The decision here is whether one bulk modulus is enough to turn a volume change of tungsten into a pressure. The bulk modulus is the pressure change per relative volume change, and near zero pressure it comes out at about 305 GPa. A volume change of 9 % would then mean 0.09 × 305 ≈ 27 GPa, whether the metal is squeezed or stretched. The calculation gives 35 GPa for the squeezed cell and a tension of only 22 GPa for the stretched one, so a single modulus is too crude at such strains.

Body-centred cubic tungsten at a series of fixed volumes, calculated with VASP 6.6.1 using the PBE functional and the recommended PAW potential (W_sv), without spin polarisation. The plane-wave cutoff is 520 eV, the k mesh 26 × 26 × 26 for the one-atom cell, and the Gaussian smearing 0.1 eV wide. Pressure is positive in compression.

```
volume (Å³/atom)  shortest distance (Å)  pressure (GPa)
          14.706                  2.673           35.03
          15.190                  2.702           21.42
          15.675                  2.731            9.86
          16.160                  2.759            0.00
          16.645                  2.786           -8.44
          17.130                  2.813          -15.67
          17.614                  2.839          -21.84
```

A positive pressure is what must be applied to hold the cell at that volume; a negative one means that the cell is held under tension. The volumes are spaced evenly, yet the pressure change from one to the next shrinks throughout, from 13.6 GPa at the compressed end to 6.2 GPa at the stretched end. No row steps out of line. What needs explaining is this steady bend.

Pressure is the downhill slope of the energy against volume, so the bend belongs to the shape of the energy well. Taking 9 % off the volume costs 0.147 eV per atom, while adding 9 % costs 0.106 eV. Adding up the pressures over the volume steps returns both costs to better than 0.001 eV. The well is therefore steeper on its inner side, and the pressures record that steepness.

Part of the asymmetry is plain geometry, because the same volume step is a larger fraction of a smaller cell. Measured as logarithms of the volume ratio, the two end strains differ by a factor of only 1.09, whereas the pressures differ by 1.60. The modulus, worked out from each pair of neighbouring rows per relative volume change, still falls from 420 to 221 GPa across the table. The metal really does become stiffer when squeezed and softer when stretched.

The physical reason is a contest between a pull and a push. In tungsten the 5d band is roughly half full, so mainly its bonding states are occupied, and these draw the atoms together. Against this stands the cost of confining electrons in less space and of pushing filled inner shells into one another. At zero pressure the two are in balance.

Both weaken as the atoms move apart, but the push weakens faster. On compression the push therefore outgrows the pull, and each further step needs more pressure than the last. On stretching the push fades first and leaves a net pull inwards, which is the tension. The pull is fading too, however, so each further step adds less tension than the one before. The total energies do not separate pull from push; this division is a model of the bond, not something that the runs show.

A simple model puts numbers to it. The coupling between d orbitals on neighbouring atoms falls off roughly as the fifth power of their distance. Let the bonding energy follow that coupling and the repulsion follow its square. With r for the shortest distance divided by its value at zero pressure, the energy per atom is

E = −A r⁻⁵ + C r⁻¹⁰

Balance at r = 1 requires A = 2C. The volume grows as r³, so the slope of the energy with respect to volume gives the pressure

P = (3B/5) (r⁻¹³ − r⁻⁸)

Here B is the bulk modulus at zero pressure. It comes from the rows on either side of that cell, as their pressure difference divided by their volume difference, times the volume between them:

B = 16.160 × (9.86 + 8.44) / (16.645 − 15.675) ≈ 305 GPa

For the most compressed cell, which played no part in setting B, the estimate runs

r = (14.706 / 16.160)^(1/3) ≈ 0.969
r⁻¹³ − r⁻⁸ ≈ 1.505 − 1.286 = 0.219
P ≈ 0.6 × 305 × 0.219 ≈ 40 GPa

The model bends the curve in the right direction but too strongly. Its 40 GPa is about 14 % above the calculated pressure, and at the stretched end its tension is about 11 % too small. The ratio of the two end pressures, from which B drops out, is 2.06 in the model against 1.60 in the table. Two steep power laws make the metal stiffen too quickly.

How quickly a metal stiffens depends, in this kind of model, on the sum of the two powers. If the pull varies as r⁻ᵐ and the push as r⁻ⁿ, the same steps give the gain of modulus per unit of pressure at zero pressure:

dB/dP = (m + n + 6) / 3

The powers 5 and 10 give 7. A metal held together by electrostatic attraction, which varies as r⁻¹, against the kinetic energy of free electrons, which varies as r⁻², would give 3. Tungsten gains about 4.2 GPa of modulus per GPa of pressure, averaged over the table, and so lies between the two.

A plausible reading is that the broad s and p bands, which the d-only model leaves out, soften the bend. Their energies change more gently with distance than those of the d electrons. A gentler push alone would not mend the model, because a pull with the fifth power and any steeper push gives more than 5.3. Within this kind of model the pull, too, has to vary more gently than the fifth power, but the value 4.2 does not say which electrons are responsible. To decide the matter, the energy would have to be divided among the bands.

For use, the result is a modulus that moves with the pressure:

B(P) ≈ 305 GPa + 4.2 P

This reproduces the modulus between every pair of neighbouring rows to within about 2 %. Added up over small volume steps, it turns a volume V into a pressure, with V₀ as the volume at zero pressure:

P ≈ (305 GPa / 4.2) × ((V₀ / V)^4.2 − 1)

Both formulas hold for pressure acting equally from all sides; a film strained only in its plane needs the separate elastic constants instead. The volume should be entered relative to the zero-pressure cell of the same calculation, because PBE makes tungsten slightly too large. The measured volume is smaller by very roughly 2 %, and reading the table at that volume would report a pressure of several GPa in a metal that is under none. Within the range of the table, then, take the volume as a ratio and let the modulus follow the pressure.
